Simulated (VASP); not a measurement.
OSZICAR of a VASP run on MoSi2 (MoSi2 type):

OSZICAR:
```
       N       E                     dE             d eps       ncg     rms          rms(c)
DAV:   1     0.122957116401E+03    0.12296E+03   -0.11356E+04  5888   0.139E+03
DAV:   2    -0.209322466494E+02   -0.14389E+03   -0.14203E+03  7210   0.335E+02
DAV:   3    -0.239688989291E+02   -0.30367E+01   -0.29944E+01  7911   0.439E+01
DAV:   4    -0.239853063356E+02   -0.16407E-01   -0.16384E-01  6692   0.370E+00
DAV:   5    -0.239854520822E+02   -0.14575E-03   -0.14574E-03  8022   0.330E-01    0.192E+01
DAV:   6    -0.232261998100E+02    0.75925E+00   -0.87467E+00  6888   0.195E+01    0.400E+00
DAV:   7    -0.230685893377E+02    0.15761E+00   -0.14502E+00  6649   0.754E+00    0.397E+00
DAV:   8    -0.230343982768E+02    0.34191E-01   -0.13038E-01  6951   0.297E+00    0.460E-01
DAV:   9    -0.230337351076E+02    0.66317E-03   -0.27113E-03  7350   0.439E-01    0.255E-01
DAV:  10    -0.230337094570E+02    0.25651E-04   -0.94830E-04  7063   0.279E-01    0.577E-02
DAV:  11    -0.230336936919E+02    0.15765E-04   -0.36829E-04  6846   0.148E-01    0.458E-02
DAV:  12    -0.230336859106E+02    0.77813E-05   -0.34638E-05  6744   0.426E-02    0.127E-02
DAV:  13    -0.230336853461E+02    0.56449E-06   -0.26824E-06  7728   0.957E-03    0.146E-03
DAV:  14    -0.230336852402E+02    0.10590E-06   -0.11087E-07  3871   0.239E-03    0.985E-04
DAV:  15    -0.230336852177E+02    0.22550E-07   -0.89516E-09  3129   0.664E-04
   1 F= -.23033685E+02 E0= -.23033615E+02  d E =-.230337E+02
       N       E                     dE             d eps       ncg     rms          rms(c)
DAV:   1    -0.230360536557E+02   -0.23684E-02   -0.80645E-02  6167   0.273E+00    0.249E-01
DAV:   2    -0.230345156513E+02    0.15380E-02   -0.28630E-03  7476   0.435E-01    0.125E-01
DAV:   3    -0.230341051203E+02    0.41053E-03   -0.12294E-03  7504   0.274E-01    0.467E-02
DAV:   4    -0.230340905325E+02    0.14588E-04   -0.95902E-05  6713   0.716E-02    0.164E-02
DAV:   5    -0.230340889570E+02    0.15755E-05   -0.51563E-06  7035   0.148E-02    0.766E-03
DAV:   6    -0.230340887870E+02    0.16995E-06   -0.81049E-07  7728   0.580E-03    0.161E-03
DAV:   7    -0.230340887570E+02    0.30010E-07   -0.60767E-08  3248   0.204E-03
   2 F= -.23034089E+02 E0= -.23033982E+02  d E =-.403539E-03
       N       E                     dE             d eps       ncg     rms          rms(c)
DAV:   1    -0.230342128142E+02   -0.12403E-03   -0.37415E-03  6181   0.589E-01    0.536E-02
DAV:   2    -0.230341411107E+02    0.71703E-04   -0.13459E-04  7455   0.941E-02    0.268E-02
DAV:   3    -0.230341218571E+02    0.19254E-04   -0.56737E-05  7490   0.590E-02    0.102E-02
DAV:   4    -0.230341211716E+02    0.68554E-06   -0.45954E-06  6727   0.157E-02    0.354E-03
DAV:   5    -0.230341211150E+02    0.56584E-07   -0.24778E-07  6390   0.323E-03
   3 F= -.23034121E+02 E0= -.23034022E+02  d E =-.435897E-03
       N       E                     dE             d eps       ncg     rms          rms(c)
DAV:   1    -0.230341862767E+02   -0.65105E-04   -0.23046E-03  6888   0.403E-01    0.334E-02
DAV:   2    -0.230341605327E+02    0.25744E-04   -0.85865E-05  7168   0.709E-02    0.174E-02
DAV:   3    -0.230341540192E+02    0.65135E-05   -0.19200E-05  7301   0.334E-02    0.632E-03
DAV:   4    -0.230341533996E+02    0.61959E-06   -0.30170E-06  7316   0.127E-02    0.237E-03
DAV:   5    -0.230341534024E+02   -0.27458E-08   -0.16963E-07  5080   0.270E-03
   4 F= -.23034153E+02 E0= -.23034051E+02  d E =-.322874E-04
```

### Question
Which electronic solver shows in the log?

### Answer
It is blocked Davidson (ALGO = Normal, or the opening steps of other solvers). The INCAR had ALGO = Normal.

### Question
Can the final energy be trusted as converged?

### Answer
The calculation finished and met its thresholds. It stopped with EDIFF = 1E-7, NELM = 100, NSW = 30 and EDIFFG = -0.01 after 4 ionic steps (PW91 GGA, plane waves, VASP's PBE PAW potentials (set 64)).

The compound is MoSi2 in the MoSi2 type structure. This cell is one point of a volume scan, at 1.03 of the reference volume. Symmetry was kept, so distortions that lower it aren't found.
